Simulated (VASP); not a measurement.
An input for Ansatz (written as the equivalent of a VASP run, and not itself run):

Ansatz 0.2 input:
```yaml
crystal:
  lattice:
    - [2.9457524, 0.0000000, 0.0000000]
    - [0.0000000, 2.9457524, 0.0000000]
    - [0.0000000, 0.0000000, 2.9457524]
  atoms:
    - { symbol: Ru, position: [0.0000000, 0.0000000, 0.0000000] }
    - { symbol: S, position: [0.5000000, 0.5000000, 0.5000000] }
kpoints:
  mp_grid: { grid: [14, 14, 14] }
hamiltonian:
  xc: pbesol
  pseudopotentials: { kind: paw }
scf:
  occupations: { method: tetrahedron }
  max_iter: 100
output: { forces: true, stress: true, eigenvalues: true }
```

**Question.** Write the VASP files for the same calculation (PBEsol).

**Answer.** One answer among several that fit: 
INCAR:
```
! general
SYSTEM =RuS
PREC   =Accurate
ENCUT  =400
LREAL  =.FALSE.
LASPH  =.TRUE.

! electronic loop
EDIFF  =1E-7
NELM   =100
ALGO   =Normal
LMAXMIX=4

! smearing
ISMEAR =-5

! functional
GGA    =PS

! ions
ISIF   =2

! output
LWAVE  =.FALSE.
LCHARG =.TRUE.
LORBIT =11
NEDOS  =601
```

File KPOINTS:
```
Automatic mesh
0
Gamma
14 14 14
0 0 0
```

File POSCAR:
```
RuS
1
    2.9457524312    -0.0000000000    -0.0000000000
   -0.0000000000     2.9457524312    -0.0000000000
   -0.0000000000    -0.0000000000     2.9457524312
Ru S
1 1
Direct
  0.0000000000   0.0000000000   0.0000000000
  0.5000000000   0.5000000000   0.5000000000
```

POTCAR, in this order: Ru_pv S (PBE.64 set). Program: vasp_std.

What does not carry over: each code has its own PAW files, so the cut-off isn't converted (ENCUT is set for VASP's; basis.ecutwfc is left out, and Ansatz then takes the one that its files recommend); Ansatz stops its SCF on the density residual and VASP on the energy change (EDIFF).

The structure was generated: RuS was put into the CsCl type type (Pm-3m), which need not be its known phase. It was relaxed first, which changed the volume by -26 %.
